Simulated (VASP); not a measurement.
Here is the system:

```xyz
2
Lattice="1.1309 -1.9588 0.0000 1.1309 1.9588 0.0000 0.0000 0.0000 3.5594" Properties=species:S:1:pos:R:3 pbc="T T T"
Be     1.1309     0.6529     0.8899
Be     1.1309    -0.6529     2.6696
```

The numbers are results of AM05 GGA, VASP's PBE PAW potentials (set 64) (plane waves; VASP), not measurements. Numerical set-up: 520 eV cut-off, Gaussian smearing of 0.050 eV, potentials Be.

Problem. Give the energies of bands 1 to 4 at the high-symmetry points, in eV from the Fermi level.

Solution. 
```
band       Γ      M      K      A      L      H
----  ------  -----  -----  -----  -----  -----
1     -11.36  -5.07  -2.56  -9.21  -3.67  -1.15
2      -4.48  -3.13  -1.00  -9.21  -3.67  -1.15
3       1.15   3.63  -1.00  10.75   1.58   0.29
4      16.05   6.46   6.71  10.75   1.58   0.29
```

It has no gap at this level: it comes out as a metal or semimetal.

The compound is Be in the hcp structure. It was relaxed first.
